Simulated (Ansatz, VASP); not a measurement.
# SnTe: VASP beside Ansatz, part 2 of 2

Wanted: the spread between two codes on one cell, functional and k mesh. The cell is taken from a series of runs on this material, whose earlier steps may have relaxed, scaled, displaced or heated it; both programs get it as it stands.

VASP 6.6.1 and Ansatz 0.2.0.

So far: The starting structure; Ansatz: zone-centre phonons, LDA; VASP: zone-centre phonons, LDA.

## 3. VASP: zone-centre phonons, LDA (continued)

Level of this step: LDA; plane waves and PAW (Sn_d, Te) (VASP).

Numbers of over 12 decimals in the logs are rounded to 6 here.

OUTCAR, selected parts (step 3):

```text
ion  position               nearest neighbor table
   1  0.000  0.000  0.000-   2 3.02   2 3.02   2 3.12   2 3.12   2 3.12   2 3.12
   2  0.500  0.500  0.500-   1 3.02   1 3.02   1 3.12   1 3.12   1 3.12   1 3.12

  LATTYP: Found a body centered tetragonal cell.
 ALAT       =     4.4114600173
 C/A-ratio  =     1.3711151679

 Subroutine GETGRP returns: Found 16 space group operations
 (whereof 16 operations were pure point group operations)

The static configuration has the point symmetry D_4h.

 Found    163 irreducible k-points:

   k-points           NKPTS =    163   k-points in BZ     NKDIM =    163   number of bands    NBANDS=     16

   dimension x,y,z NGX =    32 NGY =   32 NGZ =   32
   dimension x,y,z NGXF=    64 NGYF=   64 NGZF=   64

   ENCUT  =  500.0 eV  36.75 Ry    6.06 a.u.   7.92  7.92  8.04*2*pi/ulx,y,z

   NELECT =      20.0000    total number of electrons

 k-points in reciprocal lattice and weights: Automatic mesh
   0.00000000  0.00000000  0.00000000       0.001
   0.08333333  0.00000000  0.00000000       0.005
   0.16666667  0.00000000  0.00000000       0.005
   0.25000000  0.00000000  0.00000000       0.005
   0.33333333 -0.00000000  0.00000000       0.005
   0.41666667  0.00000000  0.00000000       0.005
   0.50000000  0.00000000  0.00000000       0.002
   0.08333333  0.08333333  0.00000000       0.001
   0.16666667  0.08333333  0.00000000       0.005
[...]
-0.33333333  0.16666667  0.50000000       0.002
  -0.25000000  0.25000000  0.50000000       0.001

 average (electrostatic) potential at core
       1 -99.6539       2 -88.0778

  Total        0.0208239      0.0208239      1.9695280      0.0000000      0.0000000      0.0000000
  in kB        0.5668677      0.5668677     53.6144392      0.0000000      0.0000000      0.0000000
  external PRESSURE =      18.2493915 kB  Pullay stress =       0.0000000 kB

  energy-cutoff  :      500.00
  volume of cell :       58.86
      direct lattice vectors                 reciprocal lattice vectors
     0.000000000  3.119373293  3.024309871    -0.160288607  0.160288607  0.165326974
     3.119373293  0.000000000  3.024309871     0.160288607 -0.160288607  0.165326974
     3.119373293  3.119373293  0.000000000     0.160288607  0.160288607 -0.165326974

 POSITION                                       TOTAL-FORCE (eV/Angst)
 -----------------------------------------------------------------------------------
      0.00000      0.00000      0.00000         0.000000     -0.000000     -0.000000
      3.11937      3.11937      3.02431        -0.000000      0.000000      0.000000
 -----------------------------------------------------------------------------------
    total drift:                                0.000000     -0.000000     -0.000000

 Eigenvectors and eigenvalues of the dynamical matrix
 ----------------------------------------------------

   1 f  =    2.113722 THz    13.280910 2PiTHz   70.506190 cm-1     8.741650 meV
             X         Y         Z           dx          dy          dz
      0.000000  0.000000  0.000000     0.000000    0.000000    0.722015
      3.119373  3.119373  3.024310     0.000000    0.000000   -0.691878

   2 f  =    1.204998 THz     7.571224 2PiTHz   40.194398 cm-1     4.983468 meV
             X         Y         Z           dx          dy          dz
      0.000000  0.000000  0.000000     0.233016    0.688320    0.000000
      3.119373  3.119373  3.024310    -0.220277   -0.650690    0.000000

   3 f  =    1.204998 THz     7.571224 2PiTHz   40.194398 cm-1     4.983468 meV
             X         Y         Z           dx          dy          dz
      0.000000  0.000000  0.000000    -0.688320    0.233016    0.000000
      3.119373  3.119373  3.024310     0.650690   -0.220277    0.000000

   4 f/i=    0.006893 THz     0.043313 2PiTHz    0.229940 cm-1     0.028509 meV
             X         Y         Z           dx          dy          dz
      0.000000  0.000000  0.000000     0.000000    0.000000   -0.691878
      3.119373  3.119373  3.024310     0.000000    0.000000   -0.722015

   5 f/i=    0.012105 THz     0.076057 2PiTHz    0.403773 cm-1     0.050061 meV
             X         Y         Z           dx          dy          dz
      0.000000  0.000000  0.000000    -0.645012    0.236386    0.000000
      3.119373  3.119373  3.024310    -0.682314    0.250057    0.000000

   6 f/i=    0.012105 THz     0.076057 2PiTHz    0.403773 cm-1     0.050061 meV
             X         Y         Z           dx          dy          dz
      0.000000  0.000000  0.000000     0.236386    0.645012    0.000000
      3.119373  3.119373  3.024310     0.250057    0.682314    0.000000

 ELASTIC MODULI CONTR FROM IONIC RELAXATION (kBar)
 Direction    XX          YY          ZZ          XY          YZ          ZX
 --------------------------------------------------------------------------------
 XX           0.0000      0.0000      0.0000      0.0000      0.0000      0.0000
 YY           0.0000      0.0000      0.0000      0.0000      0.0000      0.0000
 ZZ           0.0000      0.0000      0.0000      0.0000      0.0000      0.0000
 XY           0.0000      0.0000      0.0000      0.0000      0.0000      0.0000
 YZ           0.0000      0.0000      0.0000      0.0000      0.0000      0.0000
 ZX           0.0000      0.0000      0.0000      0.0000      0.0000      0.0000
 --------------------------------------------------------------------------------
```

## 4. Differences

Known differences besides the potentials themselves: the two LDA forms differ slightly; fixed occupations in Ansatz, narrow Gaussian smearing in VASP; the data sets hold 30 valence electrons in Ansatz (on its PAW soft_1 files) and 20 in VASP; the cutoff is 420 eV in Ansatz and 500 eV in VASP; VASP's log shows a relativistic correction to its local exchange, Ansatz's none. Total energies have different zeros and are not compared.

Both answers:

| quantity | Ansatz | VASP | difference |
| --- | --- | --- | --- |
| optical mode 1 to 2 (cm⁻¹) | 35.8 | 40.2 | -4.4 |
| optical mode 3 (cm⁻¹) | 67.9 | 70.5 | -3.65 % |

Modes are paired by rising frequency, not by their patterns, so a pair may set unlike modes beside each other; they are those without the splitting of longitudinal modes.

## 5. Summary of results

* r.m.s. difference of the optical zone-centre modes, each program's sorted by frequency (zone-centre phonons, LDA): 3.9 cm⁻¹
* difference in optical mode 3 (zone-centre phonons, LDA): -3.7 %

What this shows: The r.m.s. difference of the optical zone-centre modes, each program's sorted by frequency is 3.9 cm⁻¹ (zone-centre phonons, LDA). The data sets hold unlike numbers of valence electrons (30 in Ansatz and 20 in VASP), so part of the differences comes from the potentials. Among the rows given in per cent, the largest difference of the zone-centre phonons, LDA pair is in optical mode 3, -3.7 %. Such differences can come from data sets, numerical settings and the points named under the comparisons, not from the functional's error against experiment.

[Lines on the potential files, build, host, timing and source positions are cut from VASP's logs without a mark.]

[Logs are printed without paths, hosts, clocks, repeated set-up lines and the standing remarks that a program may print on its own settings, such as how far it seeks lower states.]

[Hosts, paths, dates, database ids (printed as entryN), source tags and the programs' standing remarks are cut or masked in the printed files.]
